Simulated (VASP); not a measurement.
Runs of VASP 6.6.1 on NCClH2. The cell holds a molecule in a box, 5 atoms: a = 12.000 Å, b = 11.000 Å, c = 11.000 Å, α = 90.00°, β = 90.00°, γ = 90.00°. 

| task | level | potentials or basis | cell | cutoff (eV) | grid for exact exchange (PRECFOCK) | exchange at q = 0 | gap on the mesh (eV) | largest force (eV/Å) |
| --- | --- | --- | --- | --- | --- | --- | --- | --- |
| single point | RPBE+D4 | VASP PAW PBE potentials, release 64 (N_s, C_s, Cl, H_s) | as given | 400 | - | - | 5.09 | 2.28 |
| single point | RPBE | VASP PAW PBE potentials, release 64 (N, C, Cl, H) | as given | 520 | - | - | (a) | 1.31 |
| relaxation of the atoms | BLYP+D4 | VASP PAW PBE potentials, release 64 (N_s, C_s, Cl, H_s) | atoms relaxed | 400 | - | - | 4.92 | 0.02 |
| single point | B3LYP+TS | VASP PAW PBE potentials, release 64 (N, C, Cl, H) | as given | 520 | Fast | default | (b) | 0.26 |
| single point | optB88-vdW | VASP PAW PBE potentials, release 64 (N, C, Cl, H) | as given | 520 | - | - | 5.14 | 0.65 |

Alike in all rows: no spin polarisation; k mesh 1 × 1 × 1; smearing gaussian 0.01 eV.

Problem. Estimate the missing entries.

Solution. (a) 5.15; (b) 7.24.

Caveats: the standard files for N, O and F lose accuracy on very short bonds; the PAW data sets were made with another functional, which shifts forces and pressure a little.

Runs at the PBE level aren't shown here.
